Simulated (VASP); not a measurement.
# Au (Gold): cell size against the level of theory, part 2 of 2

How close do the usual functionals, with and without dispersion, come to the cell of Au (Gold)? The start is a cell from a database of measured crystal structures.

VASP 6.6.1, plane waves and PAW; the level of theory is named at each step.

Still holding for the runs below: This run has no spin polarisation. Its electron count is odd, so without a moment it is a metal by construction. The k-mesh is coarse for a metal.

So far, final volume (Å³): step 2 (relaxation, level PBE) 17.9; step 3 (relaxation, level LDA) 16.7.

The database entry behind the starting cell differs from later determinations by our own check (about 0.15 % short), so it need not match the best structure at ambient conditions.

**4. Relaxation with r2SCAN**

This step: r2SCAN; plane waves and PAW (Au) (VASP 6.6.1).

r2SCAN adds the kinetic-energy density, costs more than a GGA and is run with LASPH.

Contents of INCAR:

```
SYSTEM = Au
PREC = Accurate
ENCUT = 520
EDIFF = 1E-06
NELM = 100
ISMEAR = -1
SIGMA = 0.05
LREAL = .FALSE.
ALGO = Normal
METAGGA = R2SCAN
LASPH = .TRUE.
NBANDS = 11
LORBIT = 11
LWAVE = .FALSE.
LCHARG = .FALSE.
KPAR = 2
IBRION = 2
NSW = 60
ISIF = 3
EDIFFG = -0.01
```

Contents of POSCAR:

```
Au
1.0
    0.0000000000      2.0360000000      2.0360000000
    2.0360000000      0.0000000000      2.0360000000
    2.0360000000      2.0360000000      0.0000000000
Au
1
Direct
    0.0000000000      0.0000000000      0.0000000000
```

Contents of KPOINTS:

```
Automatic mesh
0
Gamma
9 9 9
0 0 0
```

The projector-augmented-wave data sets are Au (PBE family, release 64).

Run with:

```bash
$ mpirun -np 2 vasp_std
```

Output:

```text
[banner, memory and clock lines left out]
running    2 mpi-ranks, on    1 nodes
[...]
[... a notice as in an earlier step ...]

 LDA part: xc-table for (None), standard interpolation
 POSCAR, INCAR and KPOINTS ok, starting setup
[...]
entering main loop
       N       E                     dE             d eps       ncg     rms          rms(c)
DAV:   1     0.130886785190E+01    0.13089E+01   -0.59783E+03   794   0.927E+02
DAV:   2    -0.538083675431E+02   -0.55117E+02   -0.52342E+02   863   0.201E+02
DAV:   3    -0.545467927987E+02   -0.73843E+00   -0.73711E+00   878   0.225E+01
DAV:   4    -0.545498439274E+02   -0.30511E-02   -0.30509E-02   857   0.164E+00
[...]
DAV:  11    -0.506080944029E+02    0.55278E-04   -0.20344E-04   848   0.126E-01    0.487E-03
DAV:  12    -0.506080954649E+02   -0.10620E-05   -0.11778E-06   834   0.110E-02    0.338E-03
DAV:  13    -0.506080952260E+02    0.23893E-06   -0.70524E-07   448   0.807E-03
   1 F= -.50608095E+02 E0= -.50607860E+02  d E =-.506081E+02
[...]
DAV:   7    -0.505894231962E+02   -0.21697E-04   -0.10494E-05   826   0.281E-02    0.414E-03
DAV:   8    -0.505894230607E+02    0.13548E-06   -0.11559E-07   448   0.307E-03
   2 F= -.50589423E+02 E0= -.50589016E+02  d E =0.186722E-01
 trial-energy change:    0.018672  1 .order    0.012607   -0.075411    0.100626
 step:   0.3797(harm=  0.4284)  dis= 0.00000  next Energy=   -50.622080 (dE=-0.140E-01)
[...]
N       E                     dE             d eps       ncg     rms          rms(c)
DAV:   1    -0.511189590267E+02   -0.52954E+00   -0.93575E+00   800   0.297E+01    0.425E+00
DAV:   2    -0.506309131812E+02    0.48805E+00   -0.16767E+00   803   0.102E+01    0.122E+00
DAV:   3    -0.506215325955E+02    0.93806E-02   -0.51467E-02   845   0.202E+00    0.103E+00
DAV:   4    -0.506219836771E+02   -0.45108E-03   -0.86647E-03   821   0.603E-01    0.148E-01
DAV:   5    -0.506216490338E+02    0.33464E-03   -0.16652E-03   845   0.360E-01    0.243E-02
DAV:   6    -0.506216597506E+02   -0.10717E-04   -0.14546E-05   830   0.338E-02    0.870E-03
DAV:   7    -0.506216598645E+02   -0.11388E-06   -0.27597E-06   824   0.162E-02
   3 F= -.50621660E+02 E0= -.50621416E+02  d E =-.135646E-01
[...]
reached required accuracy - stopping structural energy minimisation
```

Elapsed: 49 s, on 2 MPI ranks of Intel Xeon Platinum 8488C (Sapphire Rapids), shared host; peak memory 0.28 GiB.

Parts of OUTCAR (step 4):

```text
  Total       -0.0054204     -0.0054204     -0.0054204      0.0000000      0.0000000     -0.0000000
  in kB       -0.4946132     -0.4946132     -0.4946132      0.0000000      0.0000000     -0.0000000
  external PRESSURE =      -0.4946132 kB  Pullay stress =       0.0000000 kB

 POSITION                                       TOTAL-FORCE (eV/Angst)
 -----------------------------------------------------------------------------------
      0.00000      0.00000      0.00000         0.000000      0.000000     -0.000000
 -----------------------------------------------------------------------------------
    total drift:                               -0.000000      0.000000     -0.000000

  FREE ENERGIE OF THE ION-ELECTRON SYSTEM (eV)
  ---------------------------------------------------
  free  energy   TOTEN  =       -50.6216598645 eV

  energy  without entropy=      -50.6211727220  energy(sigma->0) =      -50.62141629

[... 2 parts as in an earlier step ...]

[... 2 further parts left out ...]
[key lines of the parts left out:]
E-fermi :   9.0492
```

The PAW data sets were made with PBE, which is usual practice but a small mismatch for other functionals.

The steps of the relaxation:

```
step  energy less that of the first step (eV)  largest force (eV/Å)  pressure (GPa)  volume (Å³)
   1                                   0.0000                0.0000            6.85        16.88
   2                                   0.0187                0.0000           -8.25        18.71
   3                                  -0.0136                0.0000           -0.05        17.56
```

```
conventional cell, symmetrised  before  after  change
                         a (Å)   4.072  4.126  +1.3 %
                         b (Å)   4.072  4.126  +1.3 %
                         c (Å)   4.072  4.126  +1.3 %
              volume (Å³/atom)   16.88  17.56  +4.0 %
```

Final coordinates:

```
Au
1.0
     0.00000    2.06292    2.06292
     2.06292    0.00000    2.06292
     2.06292    2.06292    0.00000
Au
1
Direct
  0.00000 0.00000 0.00000
```

It ends at 17.56 Å³/atom, +4.0 % from the start, with -0.05 GPa left. The conventional cell has a = 4.126 Å.

**5. Relaxation with PBE + D3(BJ)**

This step: PBE with D3(BJ); plane waves and PAW (Au) (VASP 6.6.1).

A dispersion term adds the long-range attraction that semilocal functionals lack. D3 with Becke-Johnson damping keeps a finite attraction at short range.

Edit INCAR of step 4 so:

```diff
@@ -9,5 +9,6 @@
 ALGO = Normal
-METAGGA = R2SCAN
+GGA = PE
+IVDW = 12
+NBANDS = 11
 LASPH = .TRUE.
-NBANDS = 11
 LORBIT = 11
```

POSCAR is that of step 4.

KPOINTS is that of step 4.

Run with:

```bash
$ mpirun -np 2 vasp_std
```

Output:

```text
[... set-up lines as in an earlier step ...]
 entering main loop
       N       E                     dE             d eps       ncg     rms          rms(c)
[... 11 cycles as in an earlier step ...]
   1 F= -.38856096E+01 E0= -.38853674E+01  d E =-.388561E+01
[...]
N       E                     dE             d eps       ncg     rms          rms(c)
DAV:   1    -0.358585046268E+01   -0.37237E+00   -0.64368E+00   803   0.249E+01    0.366E+00
DAV:   2    -0.325954108848E+01    0.32631E+00   -0.95647E-01   791   0.825E+00    0.171E+00
DAV:   3    -0.324396522463E+01    0.15576E-01   -0.64069E-02   854   0.206E+00    0.127E+00
DAV:   4    -0.324379597825E+01    0.16925E-03   -0.18792E-03   806   0.338E-01    0.159E-01
DAV:   5    -0.324382816588E+01   -0.32188E-04   -0.13416E-04   905   0.697E-02    0.621E-03
DAV:   6    -0.324383362224E+01   -0.54564E-05   -0.35594E-06   833   0.174E-02    0.128E-03
DAV:   7    -0.324383360863E+01    0.13612E-07   -0.39471E-08   457   0.172E-03
   2 F= -.38799997E+01 E0= -.38797566E+01  d E =0.560993E-02
 trial-energy change:    0.005610  1 .order    0.004778   -0.019772    0.029329
 step:   0.3788(harm=  0.4027)  dis= 0.00000  next Energy=    -3.889309 (dE=-0.370E-02)
[...]
N       E                     dE             d eps       ncg     rms          rms(c)
DAV:   1    -0.336492886883E+01   -0.12110E+00   -0.24731E+00   800   0.153E+01    0.219E+00
DAV:   2    -0.323636434492E+01    0.12856E+00   -0.39044E-01   794   0.518E+00    0.784E-01
DAV:   3    -0.323097215720E+01    0.53922E-02   -0.23229E-02   860   0.122E+00    0.585E-01
DAV:   4    -0.323108185947E+01   -0.10970E-03   -0.11646E-03   809   0.245E-01    0.900E-02
DAV:   5    -0.323106208914E+01    0.19770E-04   -0.19733E-05   821   0.377E-02    0.103E-02
DAV:   6    -0.323106495089E+01   -0.28618E-05   -0.52582E-07   720   0.616E-03    0.120E-03
DAV:   7    -0.323106511610E+01   -0.16521E-06   -0.43882E-08   409   0.200E-03
   3 F= -.38892524E+01 E0= -.38890136E+01  d E =-.364279E-02
[...]
reached required accuracy - stopping structural energy minimisation
```

Elapsed: 12 s, on 2 MPI ranks; peak memory 0.28 GiB; 23 s of CPU time.

From OUTCAR (step 5):

```text
 Edisp (eV)   -0.63617

 Edisp (eV)   -0.65819

  Total      -0.00220    -0.00220    -0.00220     0.00000     0.00000     0.00000
  in kB      -0.20435    -0.20435    -0.20435     0.00000     0.00000     0.00000
  external pressure =       -0.20 kB  Pullay stress =        0.00 kB

 POSITION                                       TOTAL-FORCE (eV/Angst)
 -----------------------------------------------------------------------------------
      0.00000      0.00000      0.00000         0.000000      0.000000      0.000000
 -----------------------------------------------------------------------------------
    total drift:                               -0.000000      0.000000      0.000000

  FREE ENERGIE OF THE ION-ELECTRON SYSTEM (eV)
  ---------------------------------------------------
  free  energy   TOTEN  =        -3.8892523746 eV

  energy  without entropy=       -3.8887748410  energy(sigma->0) =       -3.88901361

[... 2 parts as in an earlier step ...]

[... 2 further parts left out ...]
[key lines of the parts left out:]
E-fermi :   9.3578
```

Dispersion corrections of this kind ignore metallic screening and tend to overbind metals.

Step by step:

```
step  energy less that of the first step (eV)  largest force (eV/Å)  pressure (GPa)  volume (Å³)
   1                                   0.0000                0.0000            3.51        16.88
   2                                   0.0056                0.0000           -4.94        17.80
   3                                  -0.0036                0.0000           -0.02        17.22
```

```
conventional cell, symmetrised  before  after  change
                         a (Å)   4.072  4.100  +0.7 %
                         b (Å)   4.072  4.100  +0.7 %
                         c (Å)   4.072  4.100  +0.7 %
              volume (Å³/atom)   16.88  17.22  +2.0 %
```

The relaxed structure:

```xyz
1
Lattice="0.0000 2.0498 2.0498 2.0498 0.0000 2.0498 2.0498 2.0498 0.0000" Properties=species:S:1:pos:R:3 pbc="T T T"
Au    0.0000    0.0000    0.0000
```

It ends at 17.22 Å³/atom, +2.0 % from the start, with -0.02 GPa left. The conventional cell has a = 4.100 Å. Against plain PBE, the dispersion term moves a by -1.3 %.

**6. The cells as a table**

This step: relaxed cells at several levels; plane waves and PAW (VASP 6.6.1).

This step runs nothing: it gathers the runs above.

Lengths are those of the conventional cell; cost is the wall time of each run, as given at its step, times its ranks, without the set-up around it. Results by level, by row:

```
       level  volume (Å³/atom)  change from the start (%)  a (Å)  cost (core minutes)
         PBE             17.93                        6.2  4.154                0.513
         LDA             16.66                       -1.3  4.054                0.387
      r2SCAN             17.56                          4  4.126                 1.64
PBE + D3(BJ)             17.22                          2    4.1                  0.4
```

**7. What came out**

```yaml
volume_pbe: 17.93 Å³/atom
volume_lda: 16.66 Å³/atom
volume_r2scan: 17.56 Å³/atom
volume_pbe_d3_bj: 17.22 Å³/atom
```

For Au (Gold) the levels give volumes between 16.66 Å³/atom (LDA) and 17.93 Å³/atom (PBE), a spread of 7.6 %, while the cost of the finished runs spans a factor of 4.2. Within 1 % of experiment on every length: LDA and PBE + D3(BJ). The nearest, PBE + D3(BJ), is among the cheap ones. Thermal and zero-point expansion, often some tenths of a per cent in length, bear on this order: with the measured lengths lowered by an assumed 0.4 % the nearest becomes LDA. The costs hold the number of ionic steps as well as the price of the functional. Adding D3(BJ) to PBE changes the volume by -3.9 % (a by -1.3 %). Pairwise corrections of the D and TS kind ignore the screening in a metal, so they may overbind here. Within 0.02 Å all end in space group Fm-3m; the runs can't lower the symmetry of the start. The k-sampling is coarse for a metal, so the Fermi level, pressures and the shape of the cell carry errors. Spin-orbit coupling is left out. Each is a single relaxation on the plane waves of the start cell, so larger changes of volume carry a basis-set error that was not tested here.

Computed beside measured:

| quantity | measured | PBE | LDA | r2SCAN | PBE + D3(BJ) |
| --- | --- | --- | --- | --- | --- |
| lattice constant a (Å) | 4.078 | 4.154 (+1.9 %) | 4.054 (-0.6 %) | 4.126 (+1.2 %) | 4.100 (+0.5 %) |

Measured values from arxiv:1805.06931 (2018).

**Verdict.** For the lattice constant a, of the levels listed nearest comes PBE + D3(BJ) (+0.5 %, good agreement) and farthest PBE (+1.9 %, a clear miss). The grades are ours: good and fair within 0.7 and 1.5 % for the lattice constant a. For lattice constants the calculation has a static lattice, without zero-point motion or thermal expansion (measured at up to 298 K).

[Lines on the potential files, build, host, timing and source positions are cut from VASP's logs without a mark.]

[Logs are printed without paths, hosts, clocks, repeated set-up lines and the standing remarks that a program may print on its own settings, such as how far it seeks lower states.]

[Hosts, paths, dates, database ids (printed as entryN), source tags and the programs' standing remarks are cut or masked in the printed files.]

[A measured line is paired with the nearest computed mode of its activity, which favours agreement.]
